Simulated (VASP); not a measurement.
OSZICAR of a VASP run on CoAl (CsCl type):

OSZICAR:
```
       N       E                     dE             d eps       ncg     rms          rms(c)
DAV:   1     0.272505851895E+02    0.27251E+02   -0.53087E+03  1680   0.124E+03
DAV:   2    -0.229228834211E+02   -0.50173E+02   -0.47702E+02  1686   0.199E+02
DAV:   3    -0.242973523710E+02   -0.13745E+01   -0.13618E+01  1978   0.432E+01
DAV:   4    -0.243218179521E+02   -0.24466E-01   -0.24457E-01  2066   0.513E+00
DAV:   5    -0.243226072444E+02   -0.78929E-03   -0.78927E-03  1980   0.916E-01    0.140E+01
DAV:   6    -0.257894716690E+02   -0.14669E+01   -0.80523E+01  1840   0.145E+02    0.184E+01
DAV:   7    -0.210579041062E+02    0.47316E+01   -0.32652E+01  1848   0.838E+01    0.210E+00
DAV:   8    -0.210963279250E+02   -0.38424E-01   -0.42702E-01  1974   0.820E+00    0.202E+00
DAV:   9    -0.210828070901E+02    0.13521E-01   -0.27992E-01  1878   0.924E+00    0.749E-01
DAV:  10    -0.210736632096E+02    0.91439E-02   -0.47230E-02  1862   0.379E+00    0.170E-01
DAV:  11    -0.210784867924E+02   -0.48236E-02   -0.31879E-03  1816   0.740E-01    0.117E-01
DAV:  12    -0.210784994932E+02   -0.12701E-04   -0.74981E-05  2318   0.864E-02    0.228E-02
DAV:  13    -0.210785040981E+02   -0.46048E-05   -0.93160E-06  1760   0.407E-02    0.433E-03
DAV:  14    -0.210785049542E+02   -0.85609E-06   -0.26814E-06  1710   0.214E-02
   1 F= -.21078505E+02 E0= -.21078561E+02  d E =-.210785E+02
```

Task: Which electronic solver shows in the log?

Result: It is blocked Davidson (ALGO = Normal, or the opening steps of other solvers). The INCAR had ALGO = Normal.

Task: How was spin treated?

Result: Without spin polarisation: there is no mag entry.

Task: Can the final energy be trusted as converged?

Result: The calculation finished and met its thresholds. It stopped with EDIFF = 1E-6, NELM = 100, NSW = 60 and EDIFFG = -0.01 after 1 ionic step (r2SCAN meta-GGA, plane waves, VASP's PBE PAW potentials (set 64)).

The compound is CoAl in the CsCl type structure. It was relaxed first. The start is the result of an earlier pass. The run is not spin-polarised, so no magnetic state was tried.
